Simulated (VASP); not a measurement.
# SiC (Moissanite): what moves the LDA gap besides the functional, part 2 of 2

How far does the LDA gap of SiC (Moissanite) depend on cutoff, mesh and cell? The starting structure is a measured crystal structure from the Crystallography Open Database. The atoms were first relaxed with LDA in that cell, in a run that isn't shown, and the relaxed structure is the one below.

VASP 6.6.1.

Results so far: reference 1.962 eV; cell and atoms relaxed by LDA 1.960 eV.

## (4) Bands with no band path

Level of this step: LDA; plane waves and PAW (Si, C) (VASP).

Against step 2 the input has no band path (also changed: NBANDS).

INCAR

```
SYSTEM = SiC
PREC = Accurate
ENCUT = 460
EDIFF = 1E-06
NELM = 100
ISMEAR = 0
SIGMA = 0.03
LREAL = .FALSE.
ALGO = Normal
GGA = CA
NBANDS = 36
LORBIT = 11
LWAVE = .FALSE.
LCHARG = .FALSE.
KPAR = 16
LASPH = .TRUE.
```

POSCAR

```
SiC
1.0
    3.0810000000      0.0000000000      0.0000000000
   -1.5405000000      2.6682242691      0.0000000000
    0.0000000000      0.0000000000     15.1248000000
Si C
6 6
Direct
    0.3333333333      0.6666666667      0.8329767768
    0.6666666667      0.3333333333      0.3329767768
    0.6666666667      0.3333333333      0.6664786226
    0.3333333333      0.6666666667      0.1664786226
    0.0000000000      0.0000000000      0.4997322438
    0.0000000000      0.0000000000      0.9997322438
    0.0000000000      0.0000000000      0.8743897379
    0.0000000000      0.0000000000      0.3743897379
    0.3333333333      0.6666666667      0.7079995827
    0.6666666667      0.3333333333      0.2079995827
    0.6666666667      0.3333333333      0.5415230361
    0.3333333333      0.6666666667      0.0415230361
```

KPOINTS

```
Automatic mesh
0
Gamma
9 9 2
0 0 0
```

The projector-augmented-wave data sets are Si and C (LDA family, release 64).

The run is started by

```sh
$ mpirun -np 16 vasp_std
```

Log:

```text
[... set-up lines as in an earlier step ...]
 entering main loop
       N       E                     dE             d eps       ncg     rms          rms(c)
DAV:   1     0.105549062533E+03    0.10555E+03   -0.20238E+04  1728   0.108E+03
DAV:   2    -0.100574258082E+03   -0.20612E+03   -0.19285E+03  2252   0.204E+02
DAV:   3    -0.111839251960E+03   -0.11265E+02   -0.11192E+02  2276   0.454E+01
DAV:   4    -0.112008228981E+03   -0.16898E+00   -0.16866E+00  2208   0.648E+00
[...]
DAV:  11    -0.998455466601E+02   -0.16821E-04   -0.65208E-05  2208   0.429E-02    0.256E-02
DAV:  12    -0.998455369766E+02    0.96835E-05   -0.19911E-05  2128   0.184E-02    0.130E-02
DAV:  13    -0.998455361555E+02    0.82116E-06   -0.36815E-06  1800   0.766E-03
   1 F= -.99845536E+02 E0= -.99845536E+02  d E =-.149264E-14
```

Run time: 8.2 s. Hardware: 16 MPI ranks of Intel Xeon 6975P-C (Granite Rapids), shared host; peak memory 3.7 GiB.

From OUTCAR (step 4):

```text
  Total       -3.4290488     -3.4290488     -3.5737640      0.0000000      0.0000000      0.0000000
  in kB      -44.1855817    -44.1855817    -46.0503341      0.0000000      0.0000000      0.0000000
  external PRESSURE =     -44.8071658 kB  Pullay stress =       0.0000000 kB

 POSITION                                       TOTAL-FORCE (eV/Angst)
 -----------------------------------------------------------------------------------
     -0.00000      1.77882     12.59861        -0.000000      0.000000      0.000276
      1.54050      0.88941      5.03621        -0.000000      0.000000      0.000276
      1.54050      0.88941     10.08036        -0.000000     -0.000000      0.005177
     -0.00000      1.77882      2.51796         0.000000      0.000000      0.005177
      0.00000      0.00000      7.55835         0.000000      0.000000      0.001642
      0.00000      0.00000     15.12075        -0.000000      0.000000      0.001642
      0.00000      0.00000     13.22497         0.000000      0.000000     -0.006732
      0.00000      0.00000      5.66257        -0.000000      0.000000     -0.006732
     -0.00000      1.77882     10.70835         0.000000     -0.000000      0.000414
      1.54050      0.88941      3.14595        -0.000000      0.000000      0.000414
      1.54050      0.88941      8.19043         0.000000      0.000000     -0.000778
     -0.00000      1.77882      0.62803        -0.000000      0.000000     -0.000778
 -----------------------------------------------------------------------------------
    total drift:                                0.000000      0.000000      0.000271

  FREE ENERGIE OF THE ION-ELECTRON SYSTEM (eV)
  ---------------------------------------------------
  free  energy   TOTEN  =       -99.8455361555 eV

  energy  without entropy=      -99.8455361555  energy(sigma->0) =      -99.84553616

[... 1 part as in an earlier step ...]

[... 2 further parts left out ...]
[key lines of the parts left out:]
E-fermi :   8.2437
```

With no band path the gap is 2.051 eV, +0.089 eV from the reference, read on the mesh alone.

## (5) Bands with a cutoff of 640 eV

Against step 2 the input has ENCUT = 640.

INCAR: that of step 4 with these lines changed.

```diff
@@ -2,3 +2,3 @@
 PREC = Accurate
-ENCUT = 460
+ENCUT = 640
 EDIFF = 1E-06
@@ -10,3 +10,3 @@
 GGA = CA
-NBANDS = 36
+NBANDS = 52
 LORBIT = 11
```

POSCAR is that of step 4.

KPOINTS is that of step 4.

KPOINTS_OPT

```
Line mode
8
Line-mode
Reciprocal
  0.00000000   0.00000000   0.00000000 GAMMA
  0.50000000   0.00000000   0.00000000 M

  0.50000000   0.00000000   0.00000000 M
  0.33333333   0.33333333   0.00000000 K

  0.33333333   0.33333333   0.00000000 K
  0.00000000   0.00000000   0.00000000 GAMMA

  0.00000000   0.00000000   0.00000000 GAMMA
  0.00000000   0.00000000   0.50000000 A

  0.00000000   0.00000000   0.50000000 A
  0.50000000   0.00000000   0.50000000 L

  0.50000000   0.00000000   0.50000000 L
  0.33333333   0.33333333   0.50000000 H

  0.33333333   0.33333333   0.50000000 H
  0.00000000   0.00000000   0.50000000 A

  0.50000000   0.00000000   0.50000000 L
  0.50000000   0.00000000   0.00000000 M

  0.33333333   0.33333333   0.00000000 K
  0.33333333   0.33333333   0.50000000 H
```

The run is started by

```sh
$ mpirun -np 16 vasp_std
```

Log:

```text
[... set-up lines as in an earlier step ...]
 entering main loop
       N       E                     dE             d eps       ncg     rms          rms(c)
DAV:   1     0.103363878791E+03    0.10336E+03   -0.23420E+04  2496   0.976E+02
DAV:   2    -0.100540676614E+03   -0.20390E+03   -0.18891E+03  3044   0.183E+02
DAV:   3    -0.111907559093E+03   -0.11367E+02   -0.11225E+02  3232   0.360E+01
DAV:   4    -0.112024019548E+03   -0.11646E+00   -0.11631E+00  3048   0.430E+00
[...]
DAV:  12    -0.998567013643E+02    0.26938E-04   -0.56042E-05  2948   0.270E-02    0.205E-02
DAV:  13    -0.998567001889E+02    0.11754E-05   -0.44947E-06  2968   0.844E-03    0.728E-03
DAV:  14    -0.998567001324E+02    0.56521E-07   -0.42949E-07  1516   0.225E-03
   1 F= -.99856700E+02 E0= -.99856700E+02  d E =-.109551E-12
 Start KPOINTS_OPT (optional k-point list driver)
k-point batch [1-24\72]
       N       E                     dE             ncg
DAV:   1     0.732659110099E+04   -0.26825E+05     2496
DAV:   2     0.283585805473E+04   -0.44907E+04     3020
DAV:   3     0.259013109046E+04   -0.24573E+03     3240
DAV:   4     0.258768658221E+04   -0.24445E+01     3072
DAV:   5     0.258766340079E+04   -0.23181E-01     3172
DAV:   6     0.258766308665E+04   -0.31414E-03     3104
DAV:   7     0.258766308186E+04   -0.47949E-05     2880
DAV:   8     0.258766308166E+04   -0.19458E-06     2392
[...]
k-point batch [49-72\72]
       N       E                     dE             ncg
DAV:   1     0.676657705979E+04   -0.36790E+05     2496
DAV:   2     0.252988821731E+04   -0.42367E+04     2976
DAV:   3     0.231346641960E+04   -0.21642E+03     3256
DAV:   4     0.231142035770E+04   -0.20461E+01     3164
DAV:   5     0.231140160539E+04   -0.18752E-01     3172
DAV:   6     0.231140136736E+04   -0.23803E-03     3180
DAV:   7     0.231140136406E+04   -0.32913E-05     2800
DAV:   8     0.231140136389E+04   -0.17805E-06     2436
```

The job ended after 47 s (16 MPI ranks; peak memory 7.3 GiB; 10 min of CPU time).

From OUTCAR (step 5):

```text
  Total       -3.5223290     -3.5223290     -3.6697584      0.0000000      0.0000000      0.0000000
  in kB      -45.3875594    -45.3875594    -47.2872859      0.0000000      0.0000000      0.0000000
  external PRESSURE =     -46.0208015 kB  Pullay stress =       0.0000000 kB

 POSITION                                       TOTAL-FORCE (eV/Angst)
 -----------------------------------------------------------------------------------
     -0.00000      1.77882     12.59861         0.000000      0.000000      0.000431
      1.54050      0.88941      5.03621        -0.000000      0.000000      0.000431
      1.54050      0.88941     10.08036         0.000000      0.000000      0.005095
     -0.00000      1.77882      2.51796         0.000000     -0.000000      0.005095
      0.00000      0.00000      7.55835         0.000000      0.000000      0.001697
      0.00000      0.00000     15.12075        -0.000000      0.000000      0.001697
      0.00000      0.00000     13.22497         0.000000     -0.000000     -0.006603
      0.00000      0.00000      5.66257        -0.000000      0.000000     -0.006603
     -0.00000      1.77882     10.70835        -0.000000     -0.000000      0.000490
      1.54050      0.88941      3.14595         0.000000      0.000000      0.000490
      1.54050      0.88941      8.19043        -0.000000      0.000000     -0.001109
     -0.00000      1.77882      0.62803        -0.000000     -0.000000     -0.001109
 -----------------------------------------------------------------------------------
    total drift:                                0.000000      0.000000      0.000247

  FREE ENERGIE OF THE ION-ELECTRON SYSTEM (eV)
  ---------------------------------------------------
  free  energy   TOTEN  =       -99.8567001324 eV

  energy  without entropy=      -99.8567001324  energy(sigma->0) =      -99.85670013

[... 1 part as in an earlier step ...]

[... 2 further parts left out ...]
[key lines of the parts left out:]
E-fermi :   8.2286
```

With a cutoff of 640 eV the gap is 1.963 eV, +0.001 eV from the reference.

## (6) Bands with a 12×12×2 mesh

Against step 2 the input has a 12×12×2 mesh.

INCAR: that of step 5 with these lines changed.

```diff
@@ -2,3 +2,3 @@
 PREC = Accurate
-ENCUT = 640
+ENCUT = 460
 EDIFF = 1E-06
```

POSCAR is that of step 5.

KPOINTS

```
Automatic mesh
0
Gamma
12 12 2
0 0 0
```

KPOINTS_OPT is that of step 5.

The run is started by

```sh
$ mpirun -np 16 vasp_std
```

Log:

```text
[... set-up lines as in an earlier step ...]
 entering main loop
       N       E                     dE             d eps       ncg     rms          rms(c)
DAV:   1     0.722045510049E+02    0.72205E+02   -0.18982E+04  3952   0.746E+02
DAV:   2    -0.102903080814E+03   -0.17511E+03   -0.16364E+03  4860   0.161E+02
DAV:   3    -0.111926966027E+03   -0.90239E+01   -0.89218E+01  5080   0.314E+01
DAV:   4    -0.112011336960E+03   -0.84371E-01   -0.84296E-01  4844   0.363E+00
[...]
DAV:  12    -0.998467536666E+02    0.26673E-04   -0.58439E-05  4656   0.276E-02    0.205E-02
DAV:  13    -0.998467522381E+02    0.14285E-05   -0.47071E-06  4688   0.862E-03    0.731E-03
DAV:  14    -0.998467522386E+02   -0.51932E-09   -0.42191E-07  2456   0.220E-03
   1 F= -.99846752E+02 E0= -.99846752E+02  d E =-.116811E-14
 Start KPOINTS_OPT (optional k-point list driver)
k-point batch [1-38\72]
       N       E                     dE             ncg
DAV:   1     0.114268132429E+05   -0.20717E+05     3952
DAV:   2     0.496220327528E+04   -0.64646E+04     4980
DAV:   3     0.462493635608E+04   -0.33727E+03     5064
DAV:   4     0.462187418234E+04   -0.30622E+01     4848
DAV:   5     0.462184317716E+04   -0.31005E-01     4828
DAV:   6     0.462184273984E+04   -0.43732E-03     5028
DAV:   7     0.462184273291E+04   -0.69297E-05     4356
DAV:   8     0.462184273264E+04   -0.26606E-06     3668
k-point batch [39-72\72]
       N       E                     dE             ncg
DAV:   1     0.116863781276E+05   -0.46615E+05     3536
DAV:   2     0.641633738701E+04   -0.52700E+04     4360
DAV:   3     0.616791647680E+04   -0.24842E+03     4536
DAV:   4     0.616579293502E+04   -0.21235E+01     4508
DAV:   5     0.616577327988E+04   -0.19655E-01     4424
DAV:   6     0.616577303591E+04   -0.24397E-03     4532
DAV:   7     0.616577303269E+04   -0.32199E-05     3844
DAV:   8     0.616577303248E+04   -0.20825E-06     3452
```

Wall time 30 s (16 MPI ranks); peak memory 6.4 GiB; 6.5 min of CPU time.

From OUTCAR (step 6):

```text
  Total       -3.4332320     -3.4332320     -3.5710486      0.0000000      0.0000000     -0.0000000
  in kB      -44.2394850    -44.2394850    -46.0153440      0.0000000      0.0000000     -0.0000000
  external PRESSURE =     -44.8314380 kB  Pullay stress =       0.0000000 kB

 POSITION                                       TOTAL-FORCE (eV/Angst)
 -----------------------------------------------------------------------------------
     -0.00000      1.77882     12.59861         0.000000      0.000000     -0.000071
      1.54050      0.88941      5.03621        -0.000000     -0.000000     -0.000071
      1.54050      0.88941     10.08036         0.000000     -0.000000      0.004898
     -0.00000      1.77882      2.51796        -0.000000     -0.000000      0.004898
      0.00000      0.00000      7.55835         0.000000      0.000000      0.001539
      0.00000      0.00000     15.12075        -0.000000     -0.000000      0.001539
      0.00000      0.00000     13.22497         0.000000     -0.000000     -0.006483
      0.00000      0.00000      5.66257         0.000000     -0.000000     -0.006483
     -0.00000      1.77882     10.70835        -0.000000     -0.000000      0.000618
      1.54050      0.88941      3.14595         0.000000     -0.000000      0.000618
      1.54050      0.88941      8.19043        -0.000000     -0.000000     -0.000501
     -0.00000      1.77882      0.62803         0.000000      0.000000     -0.000501
 -----------------------------------------------------------------------------------
    total drift:                                0.000000      0.000000      0.000024

  FREE ENERGIE OF THE ION-ELECTRON SYSTEM (eV)
  ---------------------------------------------------
  free  energy   TOTEN  =       -99.8467522386 eV

  energy  without entropy=      -99.8467522386  energy(sigma->0) =      -99.84675224

[... 1 part as in an earlier step ...]

[... 2 further parts left out ...]
[key lines of the parts left out:]
E-fermi :   8.2425
```

With a 12×12×2 mesh the gap is 1.962 eV, +0.000 eV from the reference.

## (7) All runs side by side

| run | gap (eV) | change (eV) | core minutes |
| --- | --- | --- | --- |
| reference | 1.962 | - | 8.8 |
| cell and atoms relaxed by LDA | 1.96 | -0.002 | 6.13 |
| no band path | 2.051 | 0.089 | 2.19 |
| a cutoff of 640 eV | 1.963 | 0.001 | 12.5 |
| a 12×12×2 mesh | 1.962 | 0.0 | 8.0 |

Core minutes are wall time times ranks of the run shown, on a shared host.

## (8) Results

```yaml
reference_gap: 1.962 eV
gap_with_cell_and_atoms_relaxed_by_lda: 1.960 eV
gap_with_no_band_path: 2.051 eV
gap_with_a_cutoff_of_640_ev: 1.963 eV
gap_with_a_12x12x2_mesh: 1.962 eV
```

**Reading.** Among the runs that read a gap along the path, none moves it by more than 0.005 eV. On finer settings it changes by +0.001 eV with a cutoff of 640 eV and +0.000 eV with a 12×12×2 mesh, not denser along every axis. Read on the mesh alone, without a band path, the gap comes out +0.089 eV from the reference: such a gap is an upper bound, and here at least one band edge lies off the mesh points. The functional's own error isn't tested here. Further runs on this material are not shown.

[Lines on the potential files, build, host, timing and source positions are cut from VASP's logs without a mark.]

[Logs are printed without paths, hosts, clocks, repeated set-up lines and the standing remarks that a program may print on its own settings, such as how far it seeks lower states.]

[Hosts, paths, dates, database ids (printed as entryN), source tags and the programs' standing remarks are cut or masked in the printed files.]
